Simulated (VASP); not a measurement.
Output of a VASP run:

**OSZICAR**
```
       N       E                     dE             d eps       ncg     rms          rms(c)
DAV:   1     0.374061756367E+03    0.37406E+03   -0.24196E+04   920   0.196E+03
DAV:   2    -0.295229850847E+02   -0.40358E+03   -0.39425E+03  1124   0.492E+02
DAV:   3    -0.493380619664E+02   -0.19815E+02   -0.19772E+02  1151   0.107E+02
DAV:   4    -0.498556559162E+02   -0.51759E+00   -0.51740E+00  1636   0.145E+01
DAV:   5    -0.498587275128E+02   -0.30716E-02   -0.30706E-02  1193   0.108E+00    0.451E+01
DAV:   6    -0.425040873913E+02    0.73546E+01   -0.35546E+01  1120   0.463E+01    0.190E+01
DAV:   7    -0.423941356535E+02    0.10995E+00   -0.15977E+00  1227   0.919E+00    0.112E+01
DAV:   8    -0.423404450866E+02    0.53691E-01   -0.20114E-01  1221   0.401E+00    0.110E+00
DAV:   9    -0.423366160782E+02    0.38290E-02   -0.25106E-02  1259   0.106E+00    0.176E-01
DAV:  10    -0.423365137361E+02    0.10234E-03   -0.23891E-03  1233   0.468E-01    0.867E-02
DAV:  11    -0.423365110779E+02    0.26582E-05   -0.34009E-04  1204   0.157E-01    0.380E-02
DAV:  12    -0.423365172508E+02   -0.61729E-05   -0.59726E-05  1364   0.635E-02    0.663E-03
DAV:  13    -0.423365172582E+02   -0.73792E-08   -0.21335E-06   945   0.133E-02
   1 F= -.31731227E+02 E0= -.31731227E+02  d E =-.317312E+02
```

OUTCAR:
```
------------------------ aborting loop because EDIFF is reached ----------------------------------------
  FORCE on cell =-STRESS in cart. coord.  units (eV):
  Direction    XX          YY          ZZ          XY          YZ          ZX
  --------------------------------------------------------------------------------------
  Total       10.6075408     10.6075408     10.6075408     -0.0000000     -0.0000000      0.0000000
  in kB      300.0636620    300.0636620    300.0636620     -0.0000000     -0.0000000      0.0000000
  external PRESSURE =       0.0636620 kB  Pullay stress =     300.0000000 kB
  volume of cell :       56.64
      direct lattice vectors                 reciprocal lattice vectors
     3.840348436  0.000000000  0.000000000     0.260393039  0.000000000  0.000000000
     0.000000000  3.840348436  0.000000000     0.000000000  0.260393039  0.000000000
     0.000000000  0.000000000  3.840348436     0.000000000  0.000000000  0.260393039
 POSITION                                       TOTAL-FORCE (eV/Angst)
 -----------------------------------------------------------------------------------
      0.00000      0.00000      0.00000         0.000000      0.000000      0.000000
      1.92017      1.92017      1.92017         0.000000      0.000000      0.000000
      1.92017      0.00000      1.92017         0.000000      0.000000      0.000000
      0.00000      1.92017      1.92017         0.000000      0.000000      0.000000
      1.92017      1.92017      0.00000         0.000000      0.000000      0.000000
 -----------------------------------------------------------------------------------
    total drift:                                0.000000     -0.000000     -0.000000
  FREE ENERGIE OF THE ION-ELECTRON SYSTEM (eV)
  ---------------------------------------------------
  free  energy   TOTEN  =       -42.3365172582 eV

  energy  without entropy=      -42.3365172582  energy(sigma->0) =      -42.33651726
  enthalpy is  TOTEN    =       -31.7312269388 eV   P V=       10.6052903193

 reached required accuracy - stopping structural energy minimisation
```
(Selected blocks of OUTCAR.)

**POSCAR**
```
KTaO3
1
    3.8403484360    -0.0000000000     0.0000000000
   -0.0000000000     3.8403484360    -0.0000000000
   -0.0000000000     0.0000000000     3.8403484360
K Ta O
1 1 3
Direct
  0.0000000000   0.0000000000   0.0000000000
  0.5000000000   0.5000000000   0.5000000000
  0.5000000000   0.0000000000   0.5000000000
  0.0000000000   0.5000000000   0.5000000000
  0.5000000000   0.5000000000   0.0000000000
```

Q: Write an INCAR and KPOINTS that could have produced this output.

A: One answer among several that fit: the input of the run itself, PBEsol GGA, plane waves, VASP's PBE PAW potentials (set 64).

**INCAR**
```
SYSTEM = KTaO3
PREC = Accurate; ENCUT = 620; LREAL = .False.
LASPH = .True.
EDIFF = 1E-6; NELM = 100; ALGO = Normal
LMAXMIX = 6
ISMEAR = 0; SIGMA = 0.05
GGA = PS
IBRION = 2; NSW = 40; ISIF = 3
EDIFFG = -0.02; PSTRESS = 300
LWAVE = .False.; LCHARG = .False.
```

File KPOINTS:
```
Automatic mesh
0
Gamma
6 6 6
0 0 0
```

POTCAR, in this order: K_sv Ta_pv O (PBE.64 set). Program: vasp_std.

The compound is KTaO3 in the cubic perovskite structure. It was relaxed first under an external pressure of 30 GPa.
